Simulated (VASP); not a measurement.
# Ca4SiSe2 (I-42m) in VASP: further runs

The runs below take Ca4SiSe2 through single point, with PBE.

Everything below comes from runs of VASP 6.6.1. Logs are shortened: lines on timing, memory, paths and dates and some standing lists are left out, and cuts for length are marked.

**1. The cell of the first run**

The structure is tetragonal, space group I-42m (No. 121). The conventional cell has a = 5.892 Å, b = 5.892 Å, c = 11.864 Å, α = 90.00°, β = 90.00°, γ = 90.00°. Around Ca (site symmetry m) lie 1 Si at 2.58 Å and 2 Se at 2.65 Å. Si (site symmetry -42m) has 4 Ca at 2.58 Å as nearest neighbours. Se (site symmetry -4) has 4 Ca at 2.65 Å as nearest neighbours.

The cell was built by a generator and needn't be a form met in nature.

**2. Single point, PBE (species swapped into the MnIn2Te4 type (I-42m, No. 121))**

File INCAR:

```
  PREC = Accurate
  ENCUT = 520
  EDIFF = 1E-7
  ISMEAR = 0
  SIGMA = 0.1
  LREAL = F
  LASPH = T
  NELM = 100
  ALGO = Normal
  ISIF = 2
  LWAVE = F
  LCHARG = T
  GGA = PE
  LELF = T
  LVHAR = T
  NBANDS = 37
```

File KPOINTS:

```
regular mesh
0
Gamma
  4 4 4
```

File POSCAR:

```
Ca4SiSe2
1.0
   -2.9461647000      2.9461647000      5.9319775600
    2.9461647000     -2.9461647000      5.9319775600
    2.9461647000      2.9461647000     -5.9319775600
Ca Si Se
4 1 2
Direct
    0.1221451300      0.6535200500      0.0000000000
    0.8778548700      0.8778548700      0.5313749200
    0.6535200500      0.1221451300      0.0000000000
    0.3464799500      0.3464799500      0.4686250800
    0.5000000000      0.5000000000      0.0000000000
    0.2500000000      0.7500000000      0.5000000000
    0.7500000000      0.2500000000      0.5000000000
```

Potentials or basis: VASP PAW PBE potentials, release 64 (Ca_sv, Si, Se).

The run is started by

```sh
$ cat potpaw_PBE.64/Ca_sv/POTCAR potpaw_PBE.64/Si/POTCAR potpaw_PBE.64/Se/POTCAR > POTCAR
$ mpirun -np 1 vasp_std > vasp.out
```

OUTCAR:

```text
PREC = Accurate
   ENCUT = 520
   EDIFF = 1E-7
   ISMEAR = 0
   LREAL = F
   LASPH = T
   NELM = 100
   ISIF = 2
   GGA = PE

 ion  position               nearest neighbor table
   1  0.122  0.654  0.000-   5 2.58   6 2.65   7 2.65
   2  0.878  0.878  0.531-   5 2.58   7 2.65   6 2.65
   3  0.654  0.122  0.000-   5 2.58   7 2.65   6 2.65
   4  0.346  0.346  0.469-   5 2.58   6 2.65   7 2.65
   5  0.500  0.500  0.000-   2 2.58   1 2.58   3 2.58   4 2.58
   6  0.250  0.750  0.500-   4 2.65   3 2.65   1 2.65   2 2.65
   7  0.750  0.250  0.500-   4 2.65   1 2.65   3 2.65   2 2.65

  LATTYP: Found a body centered tetragonal cell.
 ALAT       =     5.8923294000
 C/A-ratio  =     2.0134575504

  Lattice vectors:

 A1 = (  -2.9461647000,   2.9461647000,   5.9319775600)
 A2 = (   2.9461647000,  -2.9461647000,   5.9319775600)
 A3 = (   2.9461647000,   2.9461647000,  -5.9319775600)

Analysis of symmetry for initial positions (statically):
=====================================================================
 Subroutine PRICEL returns:
 Original cell was already a primitive cell.

 Routine SETGRP: Setting up the symmetry group for a
 body centered tetragonal supercell.

 Subroutine GETGRP returns: Found  8 space group operations
 (whereof  8 operations were pure point group operations)
 out of a pool of 16 trial point group operations.

The static configuration has the point symmetry D_2d.

Analysis of symmetry for dynamics (positions and initial velocities):
=====================================================================
 Subroutine PRICEL returns:
 Original cell was already a primitive cell.

 Routine SETGRP: Setting up the symmetry group for a
 body centered tetragonal supercell.

 Subroutine GETGRP returns: Found  8 space group operations
 (whereof  8 operations were pure point group operations)
 out of a pool of 16 trial point group operations.

The dynamic configuration has the point symmetry D_2d.

 Subroutine INISYM returns: Found  8 space group operations
 (whereof  8 operations are pure point group operations),
 and found     1 'primitive' translations

----------------------------------------------------------------------------------------

                                     Primitive cell

  volume of cell :     205.9556

  direct lattice vectors                    reciprocal lattice vectors
    -2.946164700  2.946164700  5.931977560     0.000000000  0.169712169  0.084288923
     2.946164700 -2.946164700  5.931977560     0.169712169  0.000000000  0.084288923
     2.946164700  2.946164700 -5.931977560     0.169712169  0.169712169  0.000000000

  length of vectors
     7.249008943  7.249008943  7.249008943     0.189491010  0.189491010  0.240009250

  position of ions in fractional coordinates (direct lattice)
     0.122145130  0.653520050  0.000000000
     0.877854870  0.877854870  0.531374920
     0.653520050  0.122145130  0.000000000
     0.346479950  0.346479950  0.468625080
     0.500000000  0.500000000  0.000000000
     0.250000000  0.750000000  0.500000000
     0.750000000  0.250000000  0.500000000

  ion indices of the primitive-cell ions
   primitive index   ion index
                 1           1
                 2           2
                 3           3
                 4           4
                 5           5
                 6           6
                 7           7

----------------------------------------------------------------------------------------

 KPOINTS: regular mesh

Automatic generation of k-mesh.
 Grid dimensions read from file:
 generate k-points for:    4    4    4

 Generating k-lattice:

  Cartesian coordinates                     Fractional coordinates (reciprocal lattice)
     0.000000000  0.042428042  0.021072231     0.250000000  0.000000000 -0.000000000
     0.042428042  0.000000000  0.021072231     0.000000000  0.250000000 -0.000000000
     0.042428042  0.042428042  0.000000000     0.000000000  0.000000000  0.250000000

  Length of vectors
     0.047372752  0.047372752  0.060002313

  Shift w.r.t. Gamma in fractional coordinates (k-lattice)
     0.000000000  0.000000000  0.000000000

 Subroutine IBZKPT returns following result:
 ===========================================

 Found     13 irreducible k-points:

 Following reciprocal coordinates:
            Coordinates               Weight
  0.000000  0.000000  0.000000      1.000000
  0.250000  0.000000 -0.000000      8.000000
  0.500000  0.000000 -0.000000      4.000000
  0.250000  0.250000 -0.000000      8.000000
  0.500000  0.250000 -0.000000     16.000000
 -0.250000  0.250000  0.000000      4.000000
  0.500000  0.500000 -0.000000      2.000000
  0.250000  0.250000  0.250000      2.000000
 -0.250000  0.250000  0.250000      4.000000
  0.500000  0.500000  0.250000      4.000000
 -0.250000  0.500000  0.250000      8.000000
 -0.250000 -0.250000  0.250000      2.000000
  0.500000  0.500000  0.500000      1.000000
   k-points           NKPTS =     13   k-points in BZ     NKDIM =     13   number of bands    NBANDS=     37
   number of dos      NEDOS =    301   number of ions     NIONS =      7
   total plane-waves  NPLWV = 157464
   dimension x,y,z NGX =    54 NGY =   54 NGZ =   54
   dimension x,y,z NGXF=   108 NGYF=  108 NGZF=  108
   ions per type =               4   1   2
   NGX,Y,Z   is equivalent  to a cutoff of  12.38, 12.38, 12.38 a.u.
   NGXF,Y,Z  is equivalent  to a cutoff of  24.77, 24.77, 24.77 a.u.
 SYSTEM =  unknown system
   PREC   = accura    normal or accurate (medium, high low for compatibility)
   ISTART =      0    job   : 0-new  1-cont  2-samecut
   ICHARG =      2    charge: 1-file 2-atom 10-const
   ISPIN  =      1    spin polarized calculation?
   LNONCOLLINEAR =      F non collinear calculations
   LSORBIT =      F    spin-orbit coupling
   LASPH  =      T    aspherical Exc in radial PAW
   ENCUT  =  520.0 eV  38.22 Ry    6.18 a.u.  13.48 13.48 13.48*2*pi/ulx,y,z
   NELM   =    100;   NELMIN=  2; NELMDL= -5     # of ELM steps
   EDIFF  = 0.1E-06   stopping-criterion for ELM
   LREAL  =      F    real-space projection
   EDIFFG = 0.1E-05   stopping-criterion for IOM
   NSW    =      0    number of steps for IOM
   IBRION =     -1    ionic relax: 0-MD 1-quasi-New 2-CG
   NFREE  =      0    steps in history (QN), initial steepest desc. (CG)
   ISIF   =      2    stress and relaxation
   ISYM   =      2    0-nonsym 1-usesym 2-fastsym
   POTIM  = 0.5000    time-step for ionic-motion
   TEBEG  =    0.0;   TEEND  =   0.0 temperature during run
   PSTRESS=    0.0 pullay stress
   NELECT =      56.0000    total number of electrons
   NUPDOWN=      -1.0000    fix difference up-down
   EMIN   =  10.00;   EMAX   =-10.00  energy-range for DOS
   EFERMI =   0.00;   METHOD = LEGACY
   ISMEAR =     0;   SIGMA  =   0.10  broadening in eV -4-tet -1-fermi 0-gaus
   EFERMI_NEDOS =   21; number of points for ismear=-14 and -15
   IALGO  =     38    algorithm
   IMIX   =      4    mixing-type and parameters
     AMIX     =   0.40;   BMIX     =  1.00
     AMIX_MAG =   1.60;   BMIX_MAG =  1.00
  volume/ion in A,a.u.               =      29.42       198.55
  Fermi-wavevector in a.u.,A,eV,Ry     =   1.060587  2.004219 15.304444  1.124845
  Thomas-Fermi vector in A             =   2.195973
   LORBIT       =      0    0 simple, 1 ext, 2 COOP (PROOUT), +10 PAW based schemes
   GGA     = PE    functional components
   LHFCALC =     F    Hartree Fock is set to
   AEXX    =    0.0000 exact exchange contribution
   IVDW    =     0    specifies the selected vdW correction
   LEPSILON=     F    determine dielectric tensor
   LRPA    =     F    only Hartree local field effects (RPA)
 non-spin polarized calculation
 Gauss-broadening in eV      SIGMA  =   0.10
  energy-cutoff  :      520.00
  volume of cell :      205.96
 maximum number of plane-waves:      5559
 NGX is ok and might be reduce to    54
   NGX = 27   NGY = 27   NGZ = 27

 number of electron      56.0000001 magnetization

 Free energy of the ion-electron system (eV)
  ---------------------------------------------------
  ext. energy  EPLUGINS =         0.00000000
  ---------------------------------------------------
  free energy    TOTEN  =       -23.62911232 eV

  energy without entropy =      -23.60970399  energy(sigma->0) =      -23.61940816

 E-fermi :   2.6515     XC(G=0):  -8.4454

 val. band max:        2.6191347668   @ k =  -0.2500  -0.2500   0.2500
 cond. band min:       2.6651956303   @ k =   0.5000   0.5000   0.5000
 fundamental gap:      0.0460608635
 Fermi energy:         2.6515081394

 k-point     1 :       0.0000    0.0000    0.0000
  band No.  band energies     occupation
      1     -37.8124      2.00000
      2     -37.7997      2.00000
      3     -37.7997      2.00000
      4     -37.7994      2.00000
      5     -19.0226      2.00000
      6     -18.9617      2.00000
[... 29 lines left out ...]
     36       6.4441      0.00000
     37       6.5945      0.00000

 k-point     2 :       0.2500    0.0000   -0.0000
  band No.  band energies     occupation
      1     -37.8104      2.00000
      2     -37.8010      2.00000
      3     -37.8001      2.00000
      4     -37.7997      2.00000
      5     -19.0145      2.00000
      6     -18.9660      2.00000
[... 29 lines left out ...]
     36       6.1551      0.00000
     37       6.5732      0.00000

 k-point     3 :       0.5000    0.0000   -0.0000
  band No.  band energies     occupation
      1     -37.8072      2.00000
      2     -37.8036      2.00000
      3     -37.8003      2.00000
      4     -37.8001      2.00000
      5     -19.0051      2.00000
      6     -18.9640      2.00000
[... 29 lines left out ...]
     36       5.7365      0.00000
     37       6.4185      0.00000
[... 321 lines left out ...]
 k-point    12 :      -0.2500   -0.2500    0.2500
  band No.  band energies     occupation
      1     -37.8111      2.00000
      2     -37.8008      2.00000
      3     -37.7997      2.00000
      4     -37.7997      2.00000
      5     -19.0170      2.00000
      6     -18.9732      2.00000
[... 29 lines left out ...]
     36       6.1785      0.00000
     37       6.6345      0.00000

 k-point    13 :       0.5000    0.5000    0.5000
  band No.  band energies     occupation
      1     -37.8091      2.00000
      2     -37.8027      2.00000
      3     -37.7997      2.00000
      4     -37.7997      2.00000
      5     -19.0140      2.00000
      6     -18.9883      2.00000
[... 29 lines left out ...]
     36       5.9642      0.00000
     37       6.8894      0.00000

------------------------ aborting loop because EDIFF is reached ----------------------------------------

  FORCE on cell =-STRESS in cart. coord.  units (eV):
  Direction    XX          YY          ZZ          XY          YZ          ZX
  --------------------------------------------------------------------------------------
  -------------------------------------------------------------------------------------
  Total       12.9814145     12.9814145     15.6202479      0.0000000      0.0000000      0.0000000
  in kB      100.9855105    100.9855105    121.5136231      0.0000000      0.0000000      0.0000000
  external PRESSURE =     107.8282147 kB  Pullay stress =       0.0000000 kB

 VOLUME and BASIS-vectors are now :
 -----------------------------------------------------------------------------
  energy-cutoff  :      520.00
  volume of cell :      205.96
      direct lattice vectors                 reciprocal lattice vectors
    -2.946164700  2.946164700  5.931977560     0.000000000  0.169712169  0.084288923
     2.946164700 -2.946164700  5.931977560     0.169712169  0.000000000  0.084288923
     2.946164700  2.946164700 -5.931977560     0.169712169  0.169712169  0.000000000

 POSITION                                       TOTAL-FORCE (eV/Angst)
 -----------------------------------------------------------------------------------
      1.56552     -1.56552      4.60123         0.604680     -0.604680     -0.208023
      1.56552      1.56552      7.26273         0.604680      0.604680      0.208023
     -1.56552      1.56552      4.60123        -0.604680      0.604680     -0.208023
      1.38065      1.38065      1.33075        -0.604680     -0.604680      0.208023
      0.00000      0.00000      5.93198         0.000000     -0.000000      0.000000
      2.94616      0.00000      2.96599         0.000000     -0.000000      0.000000
      0.00000      2.94616      2.96599         0.000000     -0.000000      0.000000
 -----------------------------------------------------------------------------------
    total drift:                                0.000000      0.000000      0.000000

  FREE ENERGIE OF THE ION-ELECTRON SYSTEM (eV)
  ---------------------------------------------------
  free  energy   TOTEN  =       -23.6291123212 eV

  energy  without entropy=      -23.6097039917  energy(sigma->0) =      -23.61940816
```

It took 2.6 min on 1 thread of Intel Xeon Platinum 8375C at 2.90GHz (Ice Lake), shared host; peak memory 0.45 GiB.

Results:

```
Free energy            : -23.6291 eV
Pressure               : 10.8 GPa
Largest force          : 0.880 eV/Å
Band gap on the k mesh : none (metal or under the smearing width)
```

Forces in eV/Å, atoms in the order of the input:
```
Ca   0.605 -0.605 -0.208
Ca   0.605  0.605  0.208
Ca  -0.605  0.605 -0.208
Ca  -0.605 -0.605  0.208
Si   0.000  0.000  0.000
Se   0.000  0.000  0.000
Se   0.000  0.000  0.000
```

Caveat: the k mesh is coarse (spacing up to 0.38 Å⁻¹), so the values aren't converged.

[end of part 1 of 2]
